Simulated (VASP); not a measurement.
Consider the following.

```xyz
2
Lattice="0.0000 3.2208 3.2208 3.2208 0.0000 3.2208 3.2208 3.2208 0.0000" Properties=species:S:1:pos:R:3 pbc="T T T"
Ag     0.0000     0.0000     0.0000
I      1.6104     1.6104     1.6104
```

The numbers are results of PBEsol GGA, VASP's PBE PAW potentials (set 64) (plane waves; VASP 6.6.1), not measurements. Numerical set-up: 480 eV cut-off, 8×8×8 Γ-centred mesh, Gaussian smearing of 0.050 eV, potentials Ag I.

Unless said otherwise, spin-orbit coupling is left out, though it shifts the bands of the heavy elements here.

### Question
What does the run give for the energy per atom (σ→0), band gap (on the k-mesh) with the smallest direct gap where there is one?

### Answer

The band gap (on the k-mesh) is 1.20 eV, the smallest direct gap (on the k-mesh) comes out as 1.20 eV and the energy per atom (σ→0) is -2.727 eV/atom.

The absolute energy has meaning only against runs of the same code, potentials and settings.

The compound is AgI in the zinc blende structure, whereas wurtzite is the usual form. It was relaxed first.
